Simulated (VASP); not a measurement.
Computed with HSE06 screened hybrid, VASP's PBE PAW potentials (set 64) (plane waves; VASP).

Input for VASP

INCAR:
```
ENCUT  =  400   ! plane-wave cut-off (eV)
LREAL  =  .FALSE.   ! projection in real space or not
LHFCALC  =  .TRUE.
LMAXMIX  =  4   ! l cut-off of mixed one-centre charges
LWAVE  =  .FALSE.
EDIFF  =  1E-6   ! SCF stop (eV)
LCHARG  =  .FALSE.
LASPH  =  .TRUE.   ! aspherical one-centre terms
ALGO  =  Normal   ! blocked Davidson
AEXX  =  0.25
ISIF  =  2   ! forces and stress, cell fixed
PREC  =  Accurate
ISMEAR  =  0
HFSCREEN  =  0.2   ! 1/Angstrom
SYSTEM  =  Al3GaAs4
ISYM  =  3
GGA  =  PE   ! PBE
SIGMA  =  0.05
NELM  =  60   ! most electronic steps
PRECFOCK  =  Fast
```

### KPOINTS_OPT
```
named points and PBE's band edges
6
Reciprocal
  0.000000   0.000000   0.000000 1 ! GAMMA
  0.500000   0.500000   0.500000 1 ! R
  0.500000   0.500000   0.000000 1 ! M
  0.000000   0.500000   0.000000 1 ! X
  0.035710   0.035710   0.035710 1 ! near an edge
  0.464290   0.464290   0.464290 1 ! near an edge
```

**POSCAR**
```
Al3GaAs4
5.736260
  0.9999999739   0.0000000000   0.0000000000
  0.0000000000   0.9999999739   0.0000000000
  0.0000000000   0.0000000000   0.9999999739
Ga As Al
1 4 3
Direct
  1.0000000000   1.0000000000   1.0000000000
  0.2507920080   0.2507920080   0.2507920080
  0.7492079920   0.7492079920   0.2507920080
  0.7492079920   0.2507920080   0.7492079920
  0.2507920080   0.7492079920   0.7492079920
  0.5000000000   0.5000000000   1.0000000000
  0.5000000000   1.0000000000   0.5000000000
  1.0000000000   0.5000000000   0.5000000000
```

**KPOINTS**
```
Automatic
0
G
  4 4 4
```

POTCAR, in this order: Ga_d As Al (PBE.64 set). Program: vasp_std. Read from the step before: WAVECAR.

Output of the run:

OSZICAR:
```
       N       E                     dE             d eps       ncg     rms          rms(c)
DAV:   1    -0.428282515840E+02   -0.42828E+02   -0.29499E+00   752   0.157E+01    0.144E+01
DAV:   2    -0.428466167331E+02   -0.18365E-01   -0.14961E-01   742   0.356E+00    0.102E+01
DAV:   3    -0.428417714628E+02    0.48453E-02   -0.98133E-03   816   0.943E-01    0.645E+00
DAV:   4    -0.428400026331E+02    0.17688E-02   -0.15110E-03   658   0.286E-01    0.382E+00
DAV:   5    -0.428394457398E+02    0.55689E-03   -0.42194E-04   626   0.114E-01    0.225E+00
DAV:   6    -0.428392677097E+02    0.17803E-03   -0.98618E-05   646   0.545E-02    0.130E+00
DAV:   7    -0.428392075430E+02    0.60167E-04   -0.23472E-05   652   0.290E-02    0.741E-01
DAV:   8    -0.428391881727E+02    0.19370E-04   -0.79028E-06   678   0.157E-02    0.421E-01
DAV:   9    -0.428391829684E+02    0.52043E-05   -0.27309E-06   568   0.877E-03    0.238E-01
DAV:  10    -0.428391821792E+02    0.78919E-06   -0.74853E-07   322   0.504E-03
   1 F= -.42839182E+02 E0= -.42839182E+02  d E =-.587962E-12
       N       E                     dE             ncg
```

File OUTCAR:
```
------------------------ aborting loop because EDIFF is reached ----------------------------------------
  FORCE on cell =-STRESS in cart. coord.  units (eV):
  Direction    XX          YY          ZZ          XY          YZ          ZX
  --------------------------------------------------------------------------------------
  Total       -2.6533026     -2.6533026     -2.6533026      0.0000000     -0.0000000      0.0000000
  in kB      -22.5222050    -22.5222050    -22.5222050      0.0000000     -0.0000000      0.0000000
  external PRESSURE =     -22.5222050 kB  Pullay stress =       0.0000000 kB
  volume of cell :      188.75
      direct lattice vectors                 reciprocal lattice vectors
     5.736259850  0.000000000  0.000000000     0.174329620  0.000000000  0.000000000
     0.000000000  5.736259850  0.000000000     0.000000000  0.174329620  0.000000000
     0.000000000  0.000000000  5.736259850     0.000000000  0.000000000  0.174329620
 POSITION                                       TOTAL-FORCE (eV/Angst)
 -----------------------------------------------------------------------------------
      0.00000      0.00000      0.00000         0.000000     -0.000000      0.000000
      1.43861      1.43861      1.43861        -0.012528     -0.012528     -0.012528
      4.29765      4.29765      1.43861         0.012528      0.012528     -0.012528
      4.29765      1.43861      4.29765         0.012528     -0.012528      0.012528
      1.43861      4.29765      4.29765        -0.012528      0.012528      0.012528
      2.86813      2.86813      0.00000         0.000000     -0.000000      0.000000
      2.86813      0.00000      2.86813         0.000000     -0.000000      0.000000
      0.00000      2.86813      2.86813         0.000000     -0.000000      0.000000
 -----------------------------------------------------------------------------------
    total drift:                               -0.000028      0.000032      0.000004
  FREE ENERGIE OF THE ION-ELECTRON SYSTEM (eV)
  ---------------------------------------------------
  free  energy   TOTEN  =       -42.8391821792 eV

  energy  without entropy=      -42.8391821792  energy(sigma->0) =      -42.83918218

  exchange ACFDT corr.  =         0.00000000  see jH, gK, PRB 81, 115126
```
(Selected blocks of OUTCAR.)

The structure was generated: Al3GaAs4 was put into an ordered model structure (P-43m), which need not be its known phase. It was relaxed first.
